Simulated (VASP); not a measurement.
VASP runs on SbP (space group R3m) share one base input (PBE GGA, plane waves, VASP's PBE PAW potentials (set 64)) and change the settings named in each case.

File POSCAR:
```
SbP
1
    1.9338960000     1.1165350000     3.3098540000
   -1.9338960000     1.1165350000     3.3098540000
    0.0000000000    -2.2330710000     3.3098540000
Sb P
1 1
Direct
  0.7624000000   0.7624000000   0.7624000000
  0.2376000000   0.2376000000   0.2376000000
```

INCAR:
```
ISIF = 2   # forces and stress, cell fixed
LCHARG = .FALSE.
ISMEAR = 0
EDIFF = 1E-6
PREC = Accurate
SYSTEM = SbP
LASPH = .TRUE.   # aspherical one-centre terms
ENCUT = 300   # plane-wave cut-off (eV)
LWAVE = .FALSE.
GGA = PE
LREAL = .FALSE.   # projection in real space or not
LMAXMIX = 4   # l cut-off of mixed one-centre charges
ALGO = Normal   # blocked Davidson
NELM = 100   # most electronic steps
SIGMA = 0.272
```

KPOINTS:
```
Automatic mesh
0
Gamma
7 7 7
0 0 0
```

POTCAR, in this order: Sb P (PBE.64 set). Program: vasp_std.

```tsv
change	E(σ→0) (eV/atom)	pressure (GPa)	largest force (eV/Å)	−TS (eV)
base run	-4.6473	5.74	0.057	-0.0158
GGA removed, POTCAR Sb P (LDA.64 set)	-5.3689	___	___	-0.0158
GGA_COMPAT = .FALSE., LNONCOLLINEAR = .TRUE., LSORBIT = .TRUE., MAGMOM = 0.0 0.0 0.0 0.0 0.0 0.0, program vasp_ncl	-4.6787	___	___	___
KPOINTS 3×3×3 Γ-centred mesh	-4.6746	7.50	0.497	-0.0039
```

**Question.** Fill in the missing entries.

**Answer.** 
- GGA removed, POTCAR Sb P (LDA.64 set), pressure (GPa): 1.24
- GGA removed, POTCAR Sb P (LDA.64 set), largest force (eV/Å): 0.125
- GGA_COMPAT = .FALSE., LNONCOLLINEAR = .TRUE., LSORBIT = .TRUE., MAGMOM = 0.0 0.0 0.0 0.0 0.0 0.0, program vasp_ncl, pressure (GPa): 5.73
- GGA_COMPAT = .FALSE., LNONCOLLINEAR = .TRUE., LSORBIT = .TRUE., MAGMOM = 0.0 0.0 0.0 0.0 0.0 0.0, program vasp_ncl, largest force (eV/Å): 0.028
- GGA_COMPAT = .FALSE., LNONCOLLINEAR = .TRUE., LSORBIT = .TRUE., MAGMOM = 0.0 0.0 0.0 0.0 0.0 0.0, program vasp_ncl, −TS (eV): -0.0135

Energies of different potentials or functionals have different zeros. Unless said otherwise, spin-orbit coupling is left out, though it shifts the bands of the heavy elements here.

Left out are runs that ran out of time, are held back, or changed the cell or the kind of run, fixed moments of cells without a moment, rows past the twelfth, gaps on odd meshes, pressures of charged cells and columns that move by less than the noise.

The structure was generated: SbP was put into an ordered model structure, which need not be its known phase. The cell was not relaxed at this level, forces remain on its atoms.
